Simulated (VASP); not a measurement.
OSZICAR of a VASP run on P (space group Cmce):

OSZICAR:
```
       N       E                     dE             d eps       ncg     rms          rms(c)
DAV:   1     0.405551205198E+02    0.40555E+02   -0.74378E+03  5040   0.101E+03
DAV:   2    -0.356950607965E+02   -0.76250E+02   -0.74368E+02  6610   0.167E+02
DAV:   3    -0.393735634670E+02   -0.36785E+01   -0.36606E+01  6958   0.401E+01
DAV:   4    -0.394180937649E+02   -0.44530E-01   -0.44502E-01  6106   0.521E+00
DAV:   5    -0.394191182561E+02   -0.10245E-02   -0.10241E-02  7110   0.706E-01    0.115E+01
DAV:   6    -0.358425521623E+02    0.35766E+01   -0.29539E-01  5646   0.483E+00    0.766E+00
DAV:   7    -0.345660822426E+02    0.12765E+01   -0.56891E-01  5724   0.575E+00    0.130E+00
DAV:   8    -0.354257001632E+02   -0.85962E+00   -0.26575E-01  5448   0.425E+00    0.329E-01
DAV:   9    -0.355233943167E+02   -0.97694E-01   -0.13567E-01  5832   0.354E+00    0.167E-01
DAV:  10    -0.355436449586E+02   -0.20251E-01   -0.20167E-02  5958   0.124E+00    0.179E-01
DAV:  11    -0.355743456271E+02   -0.30701E-01   -0.59435E-03  5598   0.765E-01    0.121E-01
DAV:  12    -0.355868001310E+02   -0.12455E-01   -0.83520E-03  5748   0.871E-01    0.460E-02
DAV:  13    -0.355871544931E+02   -0.35436E-03   -0.73045E-04  6036   0.242E-01    0.293E-02
DAV:  14    -0.355874165696E+02   -0.26208E-03   -0.65288E-05  6546   0.852E-02    0.192E-02
DAV:  15    -0.355872262141E+02    0.19036E-03   -0.78360E-05  5796   0.889E-02    0.824E-03
DAV:  16    -0.355874331337E+02   -0.20692E-03   -0.17174E-04  5376   0.127E-01    0.526E-03
DAV:  17    -0.355874599151E+02   -0.26781E-04   -0.16283E-05  5520   0.370E-02    0.320E-03
DAV:  18    -0.355874591468E+02    0.76835E-06   -0.45050E-07  6936   0.638E-03    0.126E-03
DAV:  19    -0.355874596044E+02   -0.45762E-06   -0.14598E-07  3528   0.384E-03    0.549E-04
DAV:  20    -0.355874595846E+02    0.19845E-07   -0.59464E-08  3090   0.279E-03
   1 F= -.35587460E+02 E0= -.35587460E+02  d E =0.000000E+00
       N       E                     dE             ncg
```

Problem. Which electronic solver shows in the log?

Solution. It is blocked Davidson (ALGO = Normal, or the opening steps of other solvers). The INCAR had ALGO = Normal.

Problem. Can the final energy be trusted as converged?

Solution. Self-consistency was reached. It stopped with EDIFF = 1E-7, NELM = 100 (r2SCAN+rVV10, plane waves, VASP's PBE PAW potentials (set 64)).

The structure comes from a measured P entry (Cmce) of the Crystallography Open Database, whose conditions weren't checked. It was relaxed first.
